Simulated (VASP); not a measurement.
Hf2Pd2Se2Br2O3:

```
CELL_PARAMETERS angstrom
5.76070 0.00000 0.00000
-0.52247 5.84720 0.00000
-1.48845 -0.88663 6.65037
ATOMIC_POSITIONS crystal
Hf 0.74540 0.39602 0.34989
Hf 0.28763 0.45322 0.59401
Pd 0.90854 0.13294 0.84849
Pd 0.25249 0.90323 0.35874
Se 0.63469 0.40355 0.93716
Se 0.62597 0.78174 0.53023
Br 0.85273 0.99089 0.15355
Br 0.22526 0.82084 0.86223
O 0.96040 0.28925 0.59026
O 0.43233 0.24524 0.40864
O 0.07457 0.58308 0.36682
```

The cell was built by a generator and needn't be a form met in nature.

| Item | Value |
| --- | --- |
| Program | VASP 6.6.1 |
| Task | relaxation of cell and atoms |
| Functional | r2SCAN |
| Potentials or basis | VASP PAW PBE potentials, release 64 (Hf_pv, Pd, Se, Br, O) |
| Cutoff | 600 eV |
| k mesh | 5 × 5 × 4 |
| Occupations | fermi-dirac, width 0.05 eV |
| Spin | no spin polarisation |

At the start: pressure -3.1 GPa; volume 20.36 Å³/atom.

Question: Where does the relaxation end?

Answer: Over 13 steps the energy falls by 6.2 meV/atom and the volume is 19.78 Å³/atom (-2.9 %); space group P1 (No. 1, to 0.05 Å).

Step by step:
```
step  energy change (eV)  largest force (eV/Å)  pressure (GPa)  volume (Å³)
   1              0.0000                0.4303           -3.05       224.01
   2              0.0705                1.3708            4.58       211.67
   3             -0.0602                0.2370           -0.19       218.88
   4             -0.0602                0.2511           -0.13       218.77
   5             -0.0646                0.1008            0.03       217.81
   6             -0.0646                0.1051            0.04       217.78
   7             -0.0661                0.0540           -0.01       217.61
   8             -0.0661                0.0611           -0.02       217.59
   9             -0.0669                0.0415            0.05       217.47
  10             -0.0672                0.0522            0.12       217.34
  11             -0.0675                0.0402           -0.07       217.61
  12             -0.0675                0.0349           -0.05       217.59
  13             -0.0677                0.0183           -0.02       217.53
```

Final structure:
```
Hf Pd Se Br O
1.0
     5.68872   -0.01991   -0.00161
    -0.53615    5.81860   -0.01485
    -1.46863   -0.89394    6.57676
Hf Pd Se Br O
2 2 2 2 3
Direct
  0.74562 0.39500 0.34875
  0.28865 0.45315 0.59492
  0.90948 0.13571 0.84980
  0.25236 0.90273 0.35894
  0.63347 0.40405 0.93639
  0.62701 0.78087 0.52800
  0.85079 0.99105 0.15425
  0.22450 0.82092 0.86282
  0.96020 0.28981 0.59012
  0.43207 0.24510 0.40900
  0.07586 0.58160 0.36704
```

Caveat: the PAW data sets were made with another functional, which shifts forces and pressure a little.
